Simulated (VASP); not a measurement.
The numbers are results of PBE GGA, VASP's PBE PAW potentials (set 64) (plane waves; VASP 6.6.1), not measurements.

VASP ran on this input.

KPOINTS:
```
Automatic mesh
0
G
 7 7 7
```

**POSCAR**
```
Si
1
    0.0000000000     2.6611900000     2.6611900000
    2.6611900000     0.0000000000     2.6611900000
    2.6611900000     2.6611900000     0.0000000000
Si
2
Direct
  0.0000000000   0.0000000000   0.0000000000
  0.2500000000   0.2500000000   0.2500000000
```

**INCAR**
```
SYSTEM=Si
PREC=Accurate; ENCUT=300; LREAL=.FALSE.
LASPH=.TRUE.
EDIFF=1E-6; NELM=100; ALGO=Normal
ISMEAR=-1; SIGMA=0.01
GGA=PE
ISIF=2
LWAVE=.FALSE.; LCHARG=.FALSE.
```

POTCAR, in this order: Si (PBE.64 set). Program: vasp_std.

The resulting files:

### OUTCAR
```
 ion  position               nearest neighbor table
   1  0.000  0.000  0.000-   2 2.30   2 2.30   2 2.30   2 2.30
   2  0.250  0.250  0.250-   1 2.30   1 2.30   1 2.30   1 2.30
  LATTYP: Found a face centered cubic cell.
 ALAT       =     5.3223800000
 Subroutine PRICEL returns:
 Original cell was already a primitive cell.
 Subroutine GETGRP returns: Found 48 space group operations
The static configuration has the point symmetry T_d .
 The point group associated with its full space group is O_h .
The dynamic configuration has the point symmetry T_d .
 Subroutine INISYM returns: Found 48 space group operations
 Subroutine IBZKPT returns following result:
 Found     20 irreducible k-points:

 Following reciprocal coordinates:
            Coordinates               Weight
  0.000000  0.000000  0.000000      1.000000
  0.142857  0.000000  0.000000      8.000000
  0.285714  0.000000  0.000000      8.000000
  0.428571  0.000000  0.000000      8.000000
  0.142857  0.142857  0.000000      6.000000
  0.285714  0.142857  0.000000     24.000000
  0.428571  0.142857  0.000000     24.000000
 -0.428571  0.142857  0.000000     24.000000
 -0.285714  0.142857  0.000000     24.000000
 -0.142857  0.142857  0.000000     12.000000
  0.285714  0.285714  0.000000      6.000000
  0.428571  0.285714  0.000000     24.000000
 -0.428571  0.285714  0.000000     24.000000
 -0.285714  0.285714  0.000000     12.000000
  0.428571  0.428571  0.000000      6.000000
 -0.428571  0.428571  0.000000     12.000000
  0.428571  0.285714  0.142857     24.000000
 -0.428571  0.285714  0.142857     48.000000
 -0.428571  0.428571  0.142857     24.000000
 -0.285714  0.428571  0.142857     24.000000
   k-points           NKPTS =     20   k-points in BZ     NKDIM =     20   number of bands    NBANDS=      8
   number of dos      NEDOS =    301   number of ions     NIONS =      2
   total plane-waves  NPLWV =  13824
...
```

File OSZICAR:
```
       N       E                     dE             d eps       ncg     rms          rms(c)
DAV:   1     0.360420536036E+01    0.36042E+01   -0.23796E+03   320   0.493E+02
DAV:   2    -0.108203408234E+02   -0.14425E+02   -0.12826E+02   528   0.667E+01
DAV:   3    -0.109715094128E+02   -0.15117E+00   -0.15117E+00   352   0.914E+00
DAV:   4    -0.109722009782E+02   -0.69157E-03   -0.69157E-03   552   0.697E-01
DAV:   5    -0.109722012472E+02   -0.26902E-06   -0.26901E-06   368   0.128E-02    0.540E+00
DAV:   6    -0.108186766417E+02    0.15352E+00   -0.10494E-01   376   0.170E+00    0.333E+00
DAV:   7    -0.107515190723E+02    0.67158E-01   -0.18987E-01   432   0.241E+00    0.262E-01
DAV:   8    -0.107524860124E+02   -0.96694E-03   -0.43749E-03   360   0.491E-01    0.764E-02
DAV:   9    -0.107526560046E+02   -0.16999E-03   -0.16098E-04   496   0.102E-01    0.616E-02
DAV:  10    -0.107526815275E+02   -0.25523E-04   -0.30230E-05   360   0.413E-02    0.135E-02
DAV:  11    -0.107526809806E+02    0.54681E-06   -0.61787E-07   424   0.533E-03
   1 F= -.10752681E+02 E0= -.10752681E+02  d E =-.242556E-11
```

File OUTCAR:
```
------------------------ aborting loop because EDIFF is reached ----------------------------------------
  FORCE on cell =-STRESS in cart. coord.  units (eV):
  Direction    XX          YY          ZZ          XY          YZ          ZX
  --------------------------------------------------------------------------------------
  Total        2.0058984      2.0058984      2.0058984     -0.0000000     -0.0000000     -0.0000000
  in kB       85.2632470     85.2632470     85.2632470     -0.0000000     -0.0000000     -0.0000000
  external PRESSURE =      85.2632470 kB  Pullay stress =       0.0000000 kB
  volume of cell :       37.69
      direct lattice vectors                 reciprocal lattice vectors
     0.000000000  2.661190000  2.661190000    -0.187885871  0.187885871  0.187885871
     2.661190000  0.000000000  2.661190000     0.187885871 -0.187885871  0.187885871
     2.661190000  2.661190000  0.000000000     0.187885871  0.187885871 -0.187885871
 POSITION                                       TOTAL-FORCE (eV/Angst)
 -----------------------------------------------------------------------------------
      0.00000      0.00000      0.00000        -0.000000     -0.000000     -0.000000
      1.33059      1.33059      1.33059         0.000000      0.000000      0.000000
 -----------------------------------------------------------------------------------
    total drift:                               -0.000000      0.000000      0.000000
  FREE ENERGIE OF THE ION-ELECTRON SYSTEM (eV)
  ---------------------------------------------------
  free  energy   TOTEN  =       -10.7526809806 eV

  energy  without entropy=      -10.7526809806  energy(sigma->0) =      -10.75268098
```
(Selected blocks of OUTCAR.)

OUTCAR:
```
 val. band max:        6.4611818948   @ k =   0.0000   0.0000   0.0000

 cond. band min:       6.9176406596   @ k =   0.4286   0.4286   0.0000


 Fermi energy:         6.6973717521

 k-point     1 :       0.0000    0.0000    0.0000
  band No.  band energies     occupation
      1      -5.9272      2.00000
      2       6.4612      2.00000
      3       6.4612      2.00000
      4       6.4612      2.00000
      5       9.0495      0.00000
      6       9.0495      0.00000
      7       9.0495      0.00000
      8      10.5442      0.00000

 k-point     2 :       0.1429    0.0000    0.0000
  band No.  band energies     occupation
      1      -5.6468      2.00000
      2       4.4916      2.00000
      3       6.0828      2.00000
      4       6.0828      2.00000
      5       9.0738      0.00000
      6       9.6022      0.00000
      7       9.6022      0.00000
      8      12.0607      0.00000

 k-point     3 :       0.2857    0.0000    0.0000
  band No.  band energies     occupation
      1      -4.8362      2.00000
      2       1.7582      2.00000
      3       5.5444      2.00000
      4       5.5444      2.00000
      5       8.5773      0.00000
      6      10.0295      0.00000
      7      10.0295      0.00000
      8      13.9791      0.00000

 k-point     4 :       0.4286    0.0000    0.0000
  band No.  band energies     occupation
      1      -3.7196      2.00000
      2      -0.3912      2.00000
      3       5.2479      2.00000
      4       5.2479      2.00000
      5       8.2588      0.00000
      6       9.8198      0.00000
      7       9.8198      0.00000
      8      14.3366      0.00000

 k-point     5 :       0.1429    0.1429    0.0000
  band No.  band energies     occupation
      1      -5.5521      2.00000
      2       4.8836      2.00000
      3       5.4212      2.00000
      4       5.4212      2.00000
      5       8.3289      0.00000
      6      10.5465      0.00000
      7      10.5465      0.00000
...
```

The structure is a typed Si crystal (Fd-3m). The cell was not relaxed at this level, and its volume differs by -5.9 % from the start's.
